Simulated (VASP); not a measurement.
Energy against volume of CdS (zinc blende). All values below come from optB88-vdW, VASP's PBE PAW potentials (set 64) (plane waves; VASP).

```json
[
 {"V (Å³/atom)": "24.332", "E (eV/atom)": "-0.64684"},
 {"V (Å³/atom)": "25.109", "E (eV/atom)": "-0.66113"},
 {"V (Å³/atom)": "25.885", "E (eV/atom)": "-0.66570"},
 {"V (Å³/atom)": "26.662", "E (eV/atom)": "-0.66206"},
 {"V (Å³/atom)": "27.439", "E (eV/atom)": "-0.65149"}
]
```

Question: Fit a third-order Birch-Murnaghan equation of state.

Answer: 
```yaml
volume_per_atom: 25.91 Å³/atom
bulk_modulus: 56.1 GPa
pressure_derivative_of_the_bulk_modulus: 4.63
lattice_constant_a: 5.918 Å
```

Measured: a 5.832 Å (computed value off by +1.5 %), as given by arXiv:1206.3780. The calculation is for a static lattice, while the measured a holds thermal and zero-point effects, which are part of the difference.

The compound is CdS in the zinc blende structure, a metastable form; wurtzite is the usual one. It was relaxed first, which changed the volume by +5 %.
